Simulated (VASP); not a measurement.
# ZnS (Wurtzite-2H): structure and properties in VASP

Aim: relax ZnS (Wurtzite-2H), then compute properties on the relaxed cell. The steps: full relaxation (LDA), second relaxation, single point with fields (LDA), bands along the symmetry lines (LDA), total and projected DOS (LDA), field gradients at the nuclei (LDA) and independent-particle dielectric function (LDA). The start is a cell from a database of measured crystal structures.

Calculated with VASP 6.6.1; LDA; plane waves and PAW (Zn, S).

The database entry behind the starting cell differs from later determinations by our own check (about 0.4 % short), so it need not match the best structure at ambient conditions.

### Step 1. The starting structure

Before any relaxation, the start is as follows. The structure is hexagonal, space group P6_3mc (No. 186). The conventional cell has a = 3.811 Å, b = 3.811 Å, c = 6.234 Å, α = 90.00°, β = 90.00°, γ = 120.00°. Zn has 4 S at 2.31 to 2.40 Å nearest. S has 4 Zn at 2.31 to 2.40 Å nearest. Farther neighbours and most contacts between anions are not listed.

As a file:

```cif
data_structure
_symmetry_space_group_name_H-M 'P 1'
_symmetry_Int_Tables_number 1
_cell_length_a 3.8110
_cell_length_b 3.8110
_cell_length_c 6.2340
_cell_angle_alpha 90.000
_cell_angle_beta 90.000
_cell_angle_gamma 120.000
_cell_volume 78.41
loop_
_atom_site_label
_atom_site_type_symbol
_atom_site_fract_x
_atom_site_fract_y
_atom_site_fract_z
_atom_site_occupancy
Zn1 Zn 0.33333 0.66667 0.00000 1
Zn2 Zn 0.66667 0.33333 0.50000 1
S3 S 0.33333 0.66667 0.38500 1
S4 S 0.66667 0.33333 0.88500 1
```

### Step 2. Full relaxation (LDA)

Properties are meant for the cell that this level of theory prefers, so cell and atoms are relaxed first (ISIF = 3) until forces and stress are small; EDIFFG sets the threshold. LDA, the lowest rung, knows the local density alone.

INCAR

```
SYSTEM = ZnS
PREC = Accurate
ENCUT = 400
EDIFF = 1E-06
NELM = 100
ISMEAR = 0
SIGMA = 0.05
LREAL = .FALSE.
ALGO = Normal
GGA = CA
NBANDS = 24
LORBIT = 11
LWAVE = .FALSE.
LCHARG = .FALSE.
KPAR = 4
IBRION = 2
NSW = 60
ISIF = 3
EDIFFG = -0.01
```

POSCAR

```
ZnS
1.0
    3.8110000000      0.0000000000      0.0000000000
   -1.9055000000      3.3004228138      0.0000000000
    0.0000000000      0.0000000000      6.2340000000
Zn S
2 2
Direct
    0.3333333333      0.6666666667      0.0000000000
    0.6666666667      0.3333333333      0.5000000000
    0.3333333333      0.6666666667      0.3850000000
    0.6666666667      0.3333333333      0.8850000000
```

KPOINTS

```
Automatic mesh
0
Gamma
7 7 4
0 0 0
```

Potentials, in the order of the species: Zn and S (LDA family, release 64).

On the command line:

```
$ mpirun -np 4 vasp_std
```

Output:

```text
[banner, memory and clock lines left out]
running    4 mpi-ranks, on    1 nodes
 distrk:  each k-point on    1 cores,    4 groups
 distr:  one band on    1 cores,    1 groups

 POSCAR found type information on POSCAR ZnS
 POSCAR found :  2 types and       4 ions
 LDA part: xc-table for (Slater(with rela. corr.)+CA(PZ))
 , standard interpolation
 POSCAR, INCAR and KPOINTS ok, starting setup
 FFT: planning ... GRIDC
 FFT: planning ... GRID_SOFT
 FFT: planning ... GRID
 WAVECAR not read
 entering main loop
       N       E                     dE             d eps       ncg     rms          rms(c)
DAV:   1     0.206798251955E+03    0.20680E+03   -0.14959E+04  1152   0.151E+03
DAV:   2     0.669383883524E+00   -0.20613E+03   -0.20008E+03  1240   0.324E+02
DAV:   3    -0.168635879948E+02   -0.17533E+02   -0.17447E+02  1464   0.101E+02
DAV:   4    -0.171864484171E+02   -0.32286E+00   -0.32273E+00  1320   0.142E+01
DAV:   5    -0.171927082359E+02   -0.62598E-02   -0.62593E-02  1504   0.187E+00    0.986E+00
DAV:   6    -0.163571810743E+02    0.83553E+00   -0.18691E+00  1688   0.407E+01    0.753E+00
DAV:   7    -0.163521330526E+02    0.50480E-02   -0.14511E+00  1288   0.723E+00    0.314E+00
DAV:   8    -0.163331898908E+02    0.18943E-01   -0.63784E-02  1576   0.254E+00    0.876E-01
DAV:   9    -0.163323474111E+02    0.84248E-03   -0.12692E-02  1640   0.176E+00    0.253E-01
DAV:  10    -0.163324066311E+02   -0.59220E-04   -0.60050E-04  1448   0.265E-01    0.150E-01
DAV:  11    -0.163324307420E+02   -0.24111E-04   -0.74741E-05  1424   0.130E-01    0.988E-02
DAV:  12    -0.163324265322E+02    0.42099E-05   -0.29310E-05  1400   0.107E-01    0.906E-03
DAV:  13    -0.163324268156E+02   -0.28346E-06   -0.16172E-06   840   0.957E-03
   1 F= -.16332427E+02 E0= -.16332427E+02  d E =-.163324E+02
 curvature:   0.00 expect dE= 0.000E+00 dE for cont linesearch  0.000E+00
 trial: gam= 0.00000 g(F)=  0.171E-01 g(S)=  0.139E+00 ort = 0.000E+00 (trialstep = 0.100E+01)
 search vector abs. value=  0.156E+00
 bond charge predicted
       N       E                     dE             d eps       ncg     rms          rms(c)
DAV:   1    -0.183951215061E+02   -0.20627E+01   -0.27613E+01  1368   0.857E+01    0.110E+01
DAV:   2    -0.166305857361E+02    0.17645E+01   -0.97472E+00  1368   0.804E+01    0.410E+00
DAV:   3    -0.164541061368E+02    0.17648E+00   -0.79234E-01  1472   0.137E+01    0.190E+00
DAV:   4    -0.164054102664E+02    0.48696E-01   -0.16341E-01  1480   0.285E+00    0.135E+00
DAV:   5    -0.163969936192E+02    0.84166E-02   -0.66396E-03  1776   0.150E+00    0.776E-01
DAV:   6    -0.163924539185E+02    0.45397E-02   -0.66235E-03  1736   0.124E+00    0.155E-01
DAV:   7    -0.163924224763E+02    0.31442E-04   -0.37536E-03  1432   0.781E-01    0.926E-02
DAV:   8    -0.163924055900E+02    0.16886E-04   -0.29552E-04  1440   0.185E-01    0.609E-02
DAV:   9    -0.163924094531E+02   -0.38631E-05   -0.11738E-05  1744   0.489E-02    0.211E-02
DAV:  10    -0.163924088267E+02    0.62645E-06   -0.42768E-06  1216   0.184E-02
   2 F= -.16392409E+02 E0= -.16392409E+02  d E =-.599820E-01
[... from here on, the cycles between the ionic steps are left out ...]
   3 F= -.16397104E+02 E0= -.16397104E+02  d E =-.646771E-01
   4 F= -.16402419E+02 E0= -.16402419E+02  d E =-.531540E-02
   5 F= -.16402724E+02 E0= -.16402724E+02  d E =-.562054E-02
   6 F= -.16405405E+02 E0= -.16405405E+02  d E =-.268089E-02
   7 F= -.16405833E+02 E0= -.16405833E+02  d E =-.310808E-02
   8 F= -.16405843E+02 E0= -.16405843E+02  d E =-.311877E-02
   9 F= -.16406275E+02 E0= -.16406275E+02  d E =-.432159E-03
 trial-energy change:   -0.000432  1 .order   -0.000247   -0.001194    0.000701
 step:   0.8571(harm=  0.7274)  dis= 0.00157  next Energy=   -16.406362 (dE=-0.519E-03)
 bond charge predicted
       N       E                     dE             d eps       ncg     rms          rms(c)
DAV:   1    -0.164072844156E+02   -0.10086E-02   -0.17345E-02  1368   0.204E+00    0.235E-01
DAV:   2    -0.164064825934E+02    0.80182E-03   -0.41697E-03  1384   0.138E+00    0.943E-02
DAV:   3    -0.164063693579E+02    0.11324E-03   -0.24340E-04  1352   0.134E-01    0.464E-02
DAV:   4    -0.164063314380E+02    0.37920E-04   -0.33993E-05  1424   0.569E-02    0.204E-02
DAV:   5    -0.164063282162E+02    0.32218E-05   -0.86840E-06  1576   0.416E-02    0.497E-03
DAV:   6    -0.164063284335E+02   -0.21733E-06   -0.42805E-06   952   0.231E-02
  10 F= -.16406328E+02 E0= -.16406328E+02  d E =-.485191E-03
 curvature:  -0.47 expect dE=-0.193E-04 dE for cont linesearch -0.220E-05
 trial: gam= 0.09375 g(F)=  0.147E-04 g(S)=  0.267E-04 ort =-0.830E-04 (trialstep = 0.109E+01)
 search vector abs. value=  0.387E-04
 reached required accuracy - stopping structural energy minimisation
```

The job ended after 30 s (4 MPI ranks of Intel Xeon 6975P-C (Granite Rapids), shared host; peak memory 0.69 GiB).

The logs omit lines about the potential files and the build; timing stands in the text.

Parts of OUTCAR (step 2):

```text
ion  position               nearest neighbor table
   1  0.333  0.667  0.000-   4 2.31   4 2.31   4 2.31   3 2.40
   2  0.667  0.333  0.500-   3 2.31   3 2.31   3 2.31   4 2.40
   3  0.333  0.667  0.385-   2 2.31   2 2.31   2 2.31   1 2.40
   4  0.667  0.333  0.885-   1 2.31   1 2.31   1 2.31   2 2.40

  LATTYP: Found a hexagonal cell.
 ALAT       =     3.8110000000
 C/A-ratio  =     1.6357911309

 Subroutine GETGRP returns: Found 12 space group operations
 (whereof  6 operations were pure point group operations)

The static configuration has the point symmetry C_3v.
 The point group associated with its full space group is C_6v.

 Found     24 irreducible k-points:

   k-points           NKPTS =     24   k-points in BZ     NKDIM =     24   number of bands    NBANDS=     24

   dimension x,y,z NGX =    28 NGY =   28 NGZ =   42
   dimension x,y,z NGXF=    56 NGYF=   56 NGZF=   84

   ENCUT  =  400.0 eV  29.40 Ry    5.42 a.u.   6.21  6.21 10.17*2*pi/ulx,y,z

   NELECT =      36.0000    total number of electrons

 k-points in reciprocal lattice and weights: Automatic mesh
   0.00000000  0.00000000  0.00000000       0.005
   0.14285714  0.00000000  0.00000000       0.031
   0.28571429  0.00000000  0.00000000       0.031
   0.42857143  0.00000000  0.00000000       0.031
   0.14285714  0.14285714  0.00000000       0.031
   0.28571429  0.14285714  0.00000000       0.061
   0.42857143  0.14285714  0.00000000       0.031
   0.28571429  0.28571429  0.00000000       0.031
   0.00000000  0.00000000  0.25000000       0.010
[...]
0.42857143  0.14285714  0.50000000       0.031
   0.28571429  0.28571429  0.50000000       0.031

 average (electrostatic) potential at core
       1 -37.0556       2 -37.0556       3 -88.7614       4 -88.7614

 E-fermi :   2.7298

 k-point     1 :       0.0000    0.0000    0.0000
  band No.  band energies     occupation
    ...
     14       1.5386      2.00000
     15       1.5386      2.00000
     16       2.4201      2.00000
     17       2.5243      2.00000
     18       2.5243      2.00000
     19       4.7441      0.00000
     20       5.5447      0.00000
     21       8.6499      0.00000
     22       8.6499      0.00000
     23       8.8877      0.00000
    ...

 k-point     2 :       0.1429    0.0000    0.0000
  band No.  band energies     occupation
    ...
     14       0.4783      2.00000
     15       1.1998      2.00000
     16       1.3997      2.00000
     17       2.2205      2.00000
     18       2.3357      2.00000
     19       5.7045      0.00000
     20       6.3952      0.00000
     21       8.1623      0.00000
     22       9.0413      0.00000
     23       9.1968      0.00000
    ...

 k-point     3 :       0.2857    0.0000    0.0000
  band No.  band energies     occupation
    ...
     14      -1.0874      2.00000
     15      -0.2146      2.00000
     16       0.5641      2.00000
     17       1.5991      2.00000
     18       1.9122      2.00000
     19       6.3303      0.00000
     20       6.6197      0.00000
     21       8.1756      0.00000
     22       8.9945      0.00000
     23       9.4066      0.00000
    ...

  Total        0.0259548      0.0259548     -0.0294626      0.0000000      0.0000000      0.0000000
  in kB        0.5588682      0.5588682     -0.6343991      0.0000000      0.0000000      0.0000000
  external PRESSURE =       0.1611125 kB  Pullay stress =       0.0000000 kB

  energy-cutoff  :      400.00
  volume of cell :       74.41
      direct lattice vectors                 reciprocal lattice vectors
     3.738695207  0.000000000  0.000000000     0.267472994  0.154425605 -0.000000000
    -1.869347604  3.237805027  0.000000000     0.000000000  0.308851210 -0.000000000
     0.000000000  0.000000000  6.146781546     0.000000000 -0.000000000  0.162686764

 POSITION                                       TOTAL-FORCE (eV/Angst)
 -----------------------------------------------------------------------------------
     -0.00000      2.15854      0.03407         0.000000      0.000000      0.008717
      1.86935      1.07927      3.10746         0.000000      0.000000      0.008717
     -0.00000      2.15854      2.33244        -0.000000     -0.000000     -0.008717
      1.86935      1.07927      5.40583        -0.000000     -0.000000     -0.008717
 -----------------------------------------------------------------------------------
    total drift:                               -0.000001     -0.000001     -0.000197

  FREE ENERGIE OF THE ION-ELECTRON SYSTEM (eV)
  ---------------------------------------------------
  free  energy   TOTEN  =       -16.4063284335 eV

  energy  without entropy=      -16.4063284335  energy(sigma->0) =      -16.40632843

 reached required accuracy - stopping structural energy minimisation

 total charge
# of ion       s       p       d       tot
------------------------------------------
    1        0.549   0.539   9.805  10.893
    2        0.549   0.539   9.805  10.893
    3        1.312   2.443   0.000   3.755
    4        1.312   2.443   0.000   3.755
--------------------------------------------------
tot          3.721   5.965  19.609  29.296

[... 3 further parts left out ...]
```

The gap is read on the k-mesh alone, so it is an upper bound where the band edges lie off the mesh. The run keeps the 12 symmetry operations of its start, so it cannot find a distortion of lower symmetry.

Step by step:

```
step  energy less that of the first step (eV)  largest force (eV/Å)  pressure (GPa)  volume (Å³)
   1                                   0.0000                0.2979           -3.94        78.41
   2                                  -0.0600                0.1575            1.46        73.06
   3                                  -0.0647                0.1980            0.39        74.07
   4                                  -0.0700                0.0600            0.22        74.24
   5                                  -0.0703                0.0174            0.16        74.29
   6                                  -0.0730                0.0132           -0.22        74.55
   7                                  -0.0734                0.0099           -0.27        74.68
   8                                  -0.0734                0.0087           -0.36        74.73
   9                                  -0.0738                0.0084            0.20        74.30
  10                                  -0.0739                0.0087            0.02        74.41
```

```
conventional cell, symmetrised  before  after  change
                         a (Å)   3.811  3.739  -1.9 %
                         b (Å)   3.811  3.739  -1.9 %
                         c (Å)   6.234  6.147  -1.4 %
              volume (Å³/atom)   19.60  18.60  -5.1 %
```

The atoms that moved most (Å, as changes of fractional coordinates times the final cell):

```
atom     dx     dy      dz  length
 Zn2  0.000  0.000   0.034   0.034
  S3  0.000  0.000  -0.034   0.034
  S4  0.000  0.000  -0.034   0.034
 Zn1  0.000  0.000   0.034   0.034
```

Final coordinates:

```xyz
4
Lattice="3.7387 0.0000 0.0000 -1.8693 3.2378 0.0000 0.0000 0.0000 6.1468" Properties=species:S:1:pos:R:3 pbc="T T T"
Zn    0.0000    2.1585    0.0341
Zn    1.8693    1.0793    3.1075
S     0.0000    2.1585    2.3324
S     1.8693    1.0793    5.4058
```

This step gave:

| Quantity | Value |
| --- | --- |
| electrons | 36 |
| bands | 24 |
| irreducible k-points | 24 |
| symmetry operations | 12 |
| free energy (TOTEN) | -16.41 eV |
| Fermi energy | 2.730 eV |
| pressure | 0.01611 GPa |
| metallic | no |
| valence top at k | 0, 0, 0 |
| conduction bottom at k | 0, 0, 0 |
| least direct gap at k | 0, 0, 0 |
| SCF cycles over all ionic steps | 75 |
| gap on the k-mesh | 2.220 eV |
| least direct gap on the k-mesh | 2.220 eV |

It ends with a largest force of 0.009 eV/Å and a pressure of 0.02 GPa. The volume lies -5.1 % from that of the database's start, which holds the thermal and zero-point expansion of its experiment. LDA is known to overbind.

(Part 1 of 4 ends here.)

[Lines on the potential files, build, host, timing and source positions are cut from VASP's logs without a mark.]

[Logs are printed without paths, hosts, clocks, repeated set-up lines and the standing remarks that a program may print on its own settings, such as how far it seeks lower states.]

[Hosts, paths, dates, database ids (printed as entryN), source tags and the programs' standing remarks are cut or masked in the printed files.]

[Measured values are set beside computed ones only where the two were judged alike; some that the calculation misses by far are left out.]

[In band tables of VASP the shares of atoms and orbitals are scaled to a sum of 1 inside the atoms' spheres.]
